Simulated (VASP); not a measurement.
Level of theory: r2SCAN meta-GGA, VASP's PBE PAW potentials (set 64) (plane waves; VASP). Each cell was relaxed at this level, without spin-orbit coupling.

Task: Which of these comes out without a gap?
(A) BaS, Fm-3m (225)
(B) InP, F-43m (216)
(C) In, I4/mmm (139)
(D) B, R-3m (166)

Result: C, In, I4/mmm (139). The others have gaps of 1.04 eV (InP, F-43m (216)), 1.63 eV (B, R-3m (166)), 2.51 eV (BaS, Fm-3m (225)).
